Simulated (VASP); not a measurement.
Computed with SCAN meta-GGA, VASP's PBE PAW potentials (set 64) (plane waves; VASP).

VASP ran on this input.

### POSCAR
```
BAs
1
    0.0000000000     2.3658569352     2.3658569352
    2.3658569352     0.0000000000     2.3658569352
    2.3658569352     2.3658569352     0.0000000000
B As
1 1
Direct
  0.0000000000   0.0000000000   0.0000000000
  0.2500000000   0.2500000000   0.2500000000
```

**INCAR**
```
# general
SYSTEM  = BAs
PREC    = Accurate
ENCUT   = 520
LREAL   = .FALSE.
LASPH   = .TRUE.

# electronic loop
EDIFF   = 1E-7
NELM    = 100   # most electronic steps
ALGO    = Normal   # blocked Davidson
LMAXMIX = 4   # l cut-off of mixed one-centre charges
LMIXTAU = .TRUE.

# smearing
ISMEAR  = 0   # Gaussian
SIGMA   = 0.05

# functional
METAGGA = SCAN

# ions
ISIF    = 2   # forces and stress, cell fixed

# output
LWAVE   = .FALSE.
LCHARG  = .FALSE.
```

**KPOINTS**
```
kpoints
0
gamma
  10 10 10
```

POTCAR, in this order: B As (PBE.64 set). Program: vasp_std.

What VASP printed:

OUTCAR:
```
 ion  position               nearest neighbor table
   1  0.000  0.000  0.000-   2 2.05   2 2.05   2 2.05   2 2.05
   2  0.250  0.250  0.250-   1 2.05   1 2.05   1 2.05   1 2.05
  LATTYP: Found a face centered cubic cell.
 ALAT       =     4.7317138704
 Subroutine PRICEL returns:
 Original cell was already a primitive cell.
 Subroutine GETGRP returns: Found 24 space group operations
The static configuration has the point symmetry T_d .
The dynamic configuration has the point symmetry T_d .
 Subroutine INISYM returns: Found 24 space group operations
 Subroutine IBZKPT returns following result:
 Found     47 irreducible k-points:

 Following reciprocal coordinates:
            Coordinates               Weight
  0.000000  0.000000  0.000000      1.000000
  0.100000  0.000000  0.000000      8.000000
  0.200000  0.000000  0.000000      8.000000
  0.300000  0.000000  0.000000      8.000000
  0.400000  0.000000  0.000000      8.000000
  0.500000  0.000000  0.000000      4.000000
  0.100000  0.100000  0.000000      6.000000
  0.200000  0.100000  0.000000     24.000000
  0.300000  0.100000  0.000000     24.000000
  0.400000  0.100000  0.000000     24.000000
  0.500000  0.100000  0.000000     24.000000
 -0.400000  0.100000  0.000000     24.000000
 -0.300000  0.100000  0.000000     24.000000
 -0.200000  0.100000  0.000000     24.000000
 -0.100000  0.100000  0.000000     12.000000
  0.200000  0.200000  0.000000      6.000000
  0.300000  0.200000  0.000000     24.000000
  0.400000  0.200000  0.000000     24.000000
  0.500000  0.200000  0.000000     24.000000
 -0.400000  0.200000  0.000000     24.000000
 -0.300000  0.200000  0.000000     24.000000
 -0.200000  0.200000  0.000000     12.000000
  0.300000  0.300000  0.000000      6.000000
  0.400000  0.300000  0.000000     24.000000
...
```

**OSZICAR**
```
       N       E                     dE             d eps       ncg     rms          rms(c)
DAV:   1    -0.395236918570E+01   -0.39524E+01   -0.41023E+03   752   0.911E+02
DAV:   2    -0.291757490546E+02   -0.25223E+02   -0.24717E+02  1192   0.112E+02
DAV:   3    -0.294898747130E+02   -0.31413E+00   -0.31413E+00   848   0.166E+01
DAV:   4    -0.294902958277E+02   -0.42111E-03   -0.42111E-03  1104   0.678E-01
DAV:   5    -0.294902959209E+02   -0.93155E-07   -0.93154E-07   840   0.824E-03    0.464E+00
DAV:   6    -0.279772632681E+02    0.15130E+01   -0.13268E+00  1008   0.890E+00    0.269E+00
DAV:   7    -0.275082535736E+02    0.46901E+00   -0.40174E-01   872   0.677E+00    0.901E-01
DAV:   8    -0.277990849987E+02   -0.29083E+00   -0.21312E-01   752   0.618E+00    0.311E-01
DAV:   9    -0.278468351385E+02   -0.47750E-01   -0.18728E-01   752   0.665E+00    0.120E-01
DAV:  10    -0.278508056595E+02   -0.39705E-02   -0.18146E-02   904   0.233E+00    0.917E-02
DAV:  11    -0.278597849124E+02   -0.89793E-02   -0.14402E-02   752   0.161E+00    0.946E-02
DAV:  12    -0.278549571552E+02    0.48278E-02   -0.19873E-02   752   0.199E+00    0.263E-02
DAV:  13    -0.278544772112E+02    0.47994E-03   -0.14138E-03   784   0.501E-01    0.121E-02
DAV:  14    -0.278546348409E+02   -0.15763E-03   -0.46081E-04   872   0.349E-01    0.127E-02
DAV:  15    -0.278546470013E+02   -0.12160E-04   -0.39376E-05   896   0.938E-02    0.196E-02
DAV:  16    -0.278545584537E+02    0.88548E-04   -0.30766E-04   752   0.268E-01    0.274E-03
DAV:  17    -0.278545625596E+02   -0.41059E-05   -0.32494E-05   840   0.974E-02    0.136E-03
DAV:  18    -0.278545639725E+02   -0.14129E-05   -0.12346E-06   920   0.169E-02    0.535E-04
DAV:  19    -0.278545636399E+02    0.33261E-06   -0.95821E-07   808   0.147E-02    0.266E-04
DAV:  20    -0.278545636580E+02   -0.18135E-07   -0.24462E-07   752   0.718E-03
   1 F= -.27854564E+02 E0= -.27854564E+02  d E =-.185415E-10
```

File OUTCAR:
```
------------------------ aborting loop because EDIFF is reached ----------------------------------------
  FORCE on cell =-STRESS in cart. coord.  units (eV):
  Direction    XX          YY          ZZ          XY          YZ          ZX
  --------------------------------------------------------------------------------------
  Total        0.7583242      0.7583242      0.7583242      0.0000000      0.0000000      0.0000000
  in kB       45.8743644     45.8743644     45.8743644      0.0000000      0.0000000      0.0000000
  external PRESSURE =      45.8743644 kB  Pullay stress =       0.0000000 kB
  volume of cell :       26.48
      direct lattice vectors                 reciprocal lattice vectors
     0.000000000  2.365856935  2.365856935    -0.211339913  0.211339913  0.211339913
     2.365856935  0.000000000  2.365856935     0.211339913 -0.211339913  0.211339913
     2.365856935  2.365856935  0.000000000     0.211339913  0.211339913 -0.211339913
  FREE ENERGIE OF THE ION-ELECTRON SYSTEM (eV)
  ---------------------------------------------------
  free  energy   TOTEN  =       -27.8545636580 eV

  energy  without entropy=      -27.8545636580  energy(sigma->0) =      -27.85456366
```
(Selected blocks of OUTCAR.)

### OUTCAR
```
 val. band max:        6.2690280251   @ k =   0.0000   0.0000   0.0000

 cond. band min:       7.6541321295   @ k =   0.4000   0.4000   0.0000


 Fermi energy:         6.4646164125

 k-point     1 :       0.0000    0.0000    0.0000
  band No.  band energies     occupation
      1     -10.0040      2.00000
      2       6.2686      2.00000
      3       6.2688      2.00000
      4       6.2690      2.00000
      5       9.8766      0.00000
      6       9.8770      0.00000
      7       9.8774      0.00000
      8      11.8167      0.00000

 k-point     2 :       0.1000    0.0000    0.0000
  band No.  band energies     occupation
      1      -9.8287      2.00000
      2       4.8201      2.00000
      3       5.9513      2.00000
      4       5.9516      2.00000
      5      10.1118      0.00000
      6      10.2994      0.00000
      7      10.2999      0.00000
      8      12.6324      0.00000

 k-point     3 :       0.2000    0.0000    0.0000
  band No.  band energies     occupation
      1      -9.3110      2.00000
      2       2.3204      2.00000
      3       5.3418      2.00000
      4       5.3422      2.00000
      5       9.9550      0.00000
      6      11.0640      0.00000
      7      11.0645      0.00000
      8      14.2597      0.00000

 k-point     4 :       0.3000    0.0000    0.0000
  band No.  band energies     occupation
      1      -8.4879      2.00000
      2      -0.1181      2.00000
      3       4.8000      2.00000
      4       4.8004      2.00000
      5       9.6913      0.00000
      6      11.4805      0.00000
      7      11.4810      0.00000
      8      15.5189      0.00000

 k-point     5 :       0.4000    0.0000    0.0000
  band No.  band energies     occupation
      1      -7.4968      2.00000
      2      -2.1257      2.00000
      3       4.4514      2.00000
      4       4.4519      2.00000
      5       9.5087      0.00000
      6      11.4905      0.00000
      7      11.4910      0.00000
...
```

The compound is BAs in the zinc blende structure. This cell is one point of a volume scan, at 0.97 of the reference volume.
